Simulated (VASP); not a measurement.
# TcSe2 (Fm-3m) in VASP: further runs, part 2 of 2

VASP 6.6.1.

### 3 Single point, PBE+U

INCAR reads:

```
PREC = Accurate
ENCUT = 520
EDIFF = 1E-6
ISMEAR = 0
SIGMA = 0.05
LREAL = False
LASPH = True
NELM = 100
ALGO = Normal
ISIF = 2
LWAVE = False
LCHARG = False
LMAXMIX = 4
LDAU = True
LDAUTYPE = 2
LDAUL = 2 -1
LDAUU = 4 0
LDAUJ = 0 0
LDAUPRINT = 1
GGA = PE
```

KPOINTS reads:

```
regular mesh
0
Gamma
  5 5 5
```

POSCAR reads:

```
TcSe2
1.0
    0.0000000000      3.1457489900      3.1457489900
    3.1457489900      0.0000000000      3.1457489900
    3.1457489900      3.1457489900      0.0000000000
Tc Se
1 2
Direct
    0.0000000000      0.0000000000      0.0000000000
    0.2500000000      0.2500000000      0.2500000000
    0.7500000000      0.7500000000      0.7500000000
```

Potentials or basis: VASP PAW PBE potentials, release 64 (Tc_pv, Se).

Started as:

```bash
$ cat potpaw_PBE.64/Tc_pv/POTCAR potpaw_PBE.64/Se/POTCAR > POTCAR
$ mpirun -np 1 vasp_std > vasp.out
```

OUTCAR:

```text
PREC = Accurate
   ENCUT = 520
   EDIFF = 1E-6
   ISMEAR = 0
   LREAL = False
   LASPH = True
   NELM = 100
   ISIF = 2
   GGA = PE

 ion  position               nearest neighbor table
   1  0.000  0.000  0.000-   2 2.72   3 2.72   3 2.72   3 2.72   3 2.72   2 2.72   2 2.72   2 2.72

   2  0.250  0.250  0.250-   1 2.72   1 2.72   1 2.72   1 2.72
   3  0.750  0.750  0.750-   1 2.72   1 2.72   1 2.72   1 2.72

  LATTYP: Found a face centered cubic cell.
 ALAT       =     6.2914979800

  Lattice vectors:

 A1 = (   0.0000000000,   3.1457489900,   3.1457489900)
 A2 = (   3.1457489900,   0.0000000000,   3.1457489900)
 A3 = (   3.1457489900,   3.1457489900,   0.0000000000)

Analysis of symmetry for initial positions (statically):
=====================================================================
 Subroutine PRICEL returns:
 Original cell was already a primitive cell.

 Routine SETGRP: Setting up the symmetry group for a
 face centered cubic supercell.

 Subroutine GETGRP returns: Found 48 space group operations
 (whereof 48 operations were pure point group operations)
 out of a pool of 48 trial point group operations.

The static configuration has the point symmetry O_h .

Analysis of symmetry for dynamics (positions and initial velocities):
=====================================================================
 Subroutine PRICEL returns:
 Original cell was already a primitive cell.

 Routine SETGRP: Setting up the symmetry group for a
 face centered cubic supercell.

 Subroutine GETGRP returns: Found 48 space group operations
 (whereof 48 operations were pure point group operations)
 out of a pool of 48 trial point group operations.

The dynamic configuration has the point symmetry O_h .

 Subroutine INISYM returns: Found 48 space group operations
 (whereof 48 operations are pure point group operations),
 and found     1 'primitive' translations

----------------------------------------------------------------------------------------

                                     Primitive cell

  volume of cell :      62.2590

  direct lattice vectors                    reciprocal lattice vectors
     0.000000000  3.145748990  3.145748990    -0.158944659  0.158944659  0.158944659
     3.145748990  0.000000000  3.145748990     0.158944659 -0.158944659  0.158944659
     3.145748990  3.145748990  0.000000000     0.158944659  0.158944659 -0.158944659

  length of vectors
     4.448760885  4.448760885  4.448760885     0.275300225  0.275300225  0.275300225

  position of ions in fractional coordinates (direct lattice)
     0.000000000  0.000000000  0.000000000
     0.250000000  0.250000000  0.250000000
     0.750000000  0.750000000  0.750000000

  ion indices of the primitive-cell ions
   primitive index   ion index
                 1           1
                 2           2
                 3           3

----------------------------------------------------------------------------------------

 KPOINTS: regular mesh

Automatic generation of k-mesh.
[... 84 lines left out ...]
   LEPSILON=     F    determine dielectric tensor
   LRPA    =     F    only Hartree local field effects (RPA)
 non-spin polarized calculation
 Gauss-broadening in eV      SIGMA  =   0.05
  energy-cutoff  :      520.00
  volume of cell :       62.26
 maximum number of plane-waves:      1692
 NGX is ok and might be reduce to    36
   NGX = 17   NGY = 17   NGZ = 17

 number of electron      24.9999999 magnetization

 Free energy of the ion-electron system (eV)
  ---------------------------------------------------
  ext. energy  EPLUGINS =         0.00000000
  ---------------------------------------------------
  free energy    TOTEN  =       -12.87963331 eV

  energy without entropy =      -12.86620134  energy(sigma->0) =      -12.87291732

atom =   1  type =  1  l = 2

 onsite density matrix

spin component  1

  0.3120  0.0000 -0.0000 -0.0000 -0.0000
  0.0000  0.3120 -0.0000  0.0000  0.0000
 -0.0000 -0.0000  0.8100  0.0000 -0.0000
 -0.0000  0.0000  0.0000  0.3120 -0.0000
 -0.0000  0.0000 -0.0000 -0.0000  0.8100

spin component  2

  0.3120  0.0000 -0.0000 -0.0000 -0.0000
  0.0000  0.3120 -0.0000  0.0000  0.0000
 -0.0000 -0.0000  0.8100  0.0000 -0.0000
 -0.0000  0.0000  0.0000  0.3120 -0.0000
 -0.0000  0.0000 -0.0000 -0.0000  0.8100

 occupancies and eigenvectors

  o =  0.3120  v =  0.0000  0.2304  0.0000  0.9731 -0.0000  0.0000  0.0000  0.0000  0.0000  0.0000      0.0000  0.0000  0.0000  0.0000  0.0000  0.0000  0.0000  0.0000  0.0000  0.0000
  o =  0.3120  v =  0.0000  0.0000  0.0000  0.0000  0.0000  0.0000  0.2304  0.0000  0.9731 -0.0000      0.0000  0.0000  0.0000  0.0000  0.0000  0.0000  0.0000  0.0000  0.0000  0.0000
  o =  0.3120  v =  0.0000  0.9731 -0.0000 -0.2304  0.0000  0.0000  0.0000  0.0000  0.0000  0.0000      0.0000  0.0000  0.0000  0.0000  0.0000  0.0000  0.0000  0.0000  0.0000  0.0000
  o =  0.3120  v =  0.0000  0.0000  0.0000  0.0000  0.0000  0.0000  0.9731 -0.0000 -0.2304  0.0000      0.0000  0.0000  0.0000  0.0000  0.0000  0.0000  0.0000  0.0000  0.0000  0.0000
  o =  0.3120  v =  0.0000  0.0000  0.0000  0.0000  0.0000  1.0000  0.0000  0.0000  0.0000  0.0000      0.0000  0.0000  0.0000  0.0000  0.0000  0.0000  0.0000  0.0000  0.0000  0.0000
  o =  0.3120  v =  1.0000  0.0000  0.0000  0.0000  0.0000  0.0000  0.0000  0.0000  0.0000  0.0000      0.0000  0.0000  0.0000  0.0000  0.0000  0.0000  0.0000  0.0000  0.0000  0.0000
  o =  0.8100  v =  0.0000  0.0000  0.0000  0.0000  0.0000  0.0000  0.0000  0.0137 -0.0000 -0.9999      0.0000  0.0000  0.0000  0.0000  0.0000  0.0000  0.0000  0.0000  0.0000  0.0000
  o =  0.8100  v =  0.0000  0.0000  0.0137 -0.0000 -0.9999  0.0000  0.0000  0.0000  0.0000  0.0000      0.0000  0.0000  0.0000  0.0000  0.0000  0.0000  0.0000  0.0000  0.0000  0.0000
  o =  0.8100  v =  0.0000  0.0000  0.9999 -0.0000  0.0137  0.0000  0.0000  0.0000  0.0000  0.0000      0.0000  0.0000  0.0000  0.0000  0.0000  0.0000  0.0000  0.0000  0.0000  0.0000
  o =  0.8100  v =  0.0000  0.0000  0.0000  0.0000  0.0000  0.0000  0.0000  0.9999 -0.0000  0.0137      0.0000  0.0000  0.0000  0.0000  0.0000  0.0000  0.0000  0.0000  0.0000  0.0000

 number of electron      25.0000000 magnetization

 Free energy of the ion-electron system (eV)
  ---------------------------------------------------
  ext. energy  EPLUGINS =         0.00000000
  ---------------------------------------------------
  free energy    TOTEN  =       -12.96591189 eV

  energy without entropy =      -12.96448241  energy(sigma->0) =      -12.96519715

 E-fermi :   5.5504     XC(G=0): -10.5584

 val. band max:        5.5098467671   @ k =  -0.2000   0.2000   0.0000
 cond. band min:       5.6630138431   @ k =   0.2000   0.0000   0.0000
 fundamental gap:      0.1531670760
 Fermi energy:         5.5503722327

 k-point     1 :       0.0000    0.0000    0.0000
  band No.  band energies     occupation
      1     -32.5722      2.00000
      2     -32.5722      2.00000
      3     -32.5722      2.00000
      4      -8.9001      2.00000
      5      -5.2772      2.00000
      6       1.0687      2.00000
[... 167 lines left out ...]
      3     -32.5748      2.00000
      4      -7.3760      2.00000
      5      -6.8718      2.00000
      6       0.2623      2.00000
[... 8 lines left out ...]
     15       8.0974      0.00000
     16       9.3226      0.00000

------------------------ aborting loop because EDIFF is reached ----------------------------------------

  FORCE on cell =-STRESS in cart. coord.  units (eV):
  Direction    XX          YY          ZZ          XY          YZ          ZX
  --------------------------------------------------------------------------------------
  -------------------------------------------------------------------------------------
  Total       -2.7634113     -2.7634113     -2.7634113      0.0000000     -0.0000000     -0.0000000
  in kB      -71.1138054    -71.1138054    -71.1138054      0.0000000     -0.0000000     -0.0000000
  external PRESSURE =     -71.1138054 kB  Pullay stress =       0.0000000 kB

 VOLUME and BASIS-vectors are now :
 -----------------------------------------------------------------------------
  energy-cutoff  :      520.00
  volume of cell :       62.26
      direct lattice vectors                 reciprocal lattice vectors
     0.000000000  3.145748990  3.145748990    -0.158944659  0.158944659  0.158944659
     3.145748990  0.000000000  3.145748990     0.158944659 -0.158944659  0.158944659
     3.145748990  3.145748990  0.000000000     0.158944659  0.158944659 -0.158944659

 POSITION                                       TOTAL-FORCE (eV/Angst)
 -----------------------------------------------------------------------------------
      0.00000      0.00000      0.00000         0.000000      0.000000      0.000000
      1.57287      1.57287      1.57287         0.000000      0.000000      0.000000
      4.71862      4.71862      4.71862        -0.000000     -0.000000     -0.000000
 -----------------------------------------------------------------------------------
    total drift:                               -0.000000      0.000000      0.000000

  FREE ENERGIE OF THE ION-ELECTRON SYSTEM (eV)
  ---------------------------------------------------
  free  energy   TOTEN  =       -12.9659118917 eV

  energy  without entropy=      -12.9644824051  energy(sigma->0) =      -12.96519715
```

OSZICAR:

```text
N       E                     dE             d eps       ncg     rms          rms(c)
DAV:   1     0.223814062712E+03    0.22381E+03   -0.12740E+04   320   0.136E+03
DAV:   2    -0.508937832274E+01   -0.22890E+03   -0.22719E+03   400   0.333E+02
DAV:   3    -0.128095924722E+02   -0.77202E+01   -0.76365E+01   432   0.683E+01
DAV:   4    -0.128789418958E+02   -0.69349E-01   -0.69318E-01   344   0.715E+00
DAV:   5    -0.128796333053E+02   -0.69141E-03   -0.69140E-03   432   0.649E-01    0.119E+01
DAV:   6    -0.131407835969E+02   -0.26115E+00   -0.14093E+01   344   0.197E+01    0.601E+00
DAV:   7    -0.126181797108E+02    0.52260E+00   -0.47524E+00   344   0.126E+01    0.425E+00
DAV:   8    -0.128664756134E+02   -0.24830E+00   -0.63504E-01   344   0.425E+00    0.112E+00
DAV:   9    -0.129186047541E+02   -0.52129E-01   -0.58109E-02   376   0.126E+00    0.760E-01
DAV:  10    -0.129657810176E+02   -0.47176E-01   -0.18623E-01   376   0.201E+00    0.240E-01
DAV:  11    -0.129650912291E+02    0.68979E-03   -0.11833E-02   336   0.568E-01    0.128E-01
DAV:  12    -0.129658938000E+02   -0.80257E-03   -0.34713E-03   344   0.265E-01    0.356E-02
DAV:  13    -0.129659111572E+02   -0.17357E-04   -0.10049E-04   328   0.650E-02    0.979E-03
DAV:  14    -0.129659118917E+02   -0.73450E-06   -0.56585E-06   304   0.191E-02
   1 F= -.12965912E+02 E0= -.12965197E+02  d E =-.142949E-02
```

Wall time 20 s (1 thread of AMD EPYC 7R43 (Zen 3), shared host); peak memory 0.17 GiB.

What came out:

```yaml
Free_energy: -12.9659 eV
Pressure: -7.1 GPa
Band_gap_on_the_k_mesh: none (metal or under the smearing width)
```

Eigenvalues of the final occupation matrices:
```
    site  spin  trace               eigenvalues
site 1 d     1   2.56  0.31 0.31 0.31 0.81 0.81
site 1 d     2   2.56  0.31 0.31 0.31 0.81 0.81
```

Caveat: U without spin polarisation on a metal has little footing.
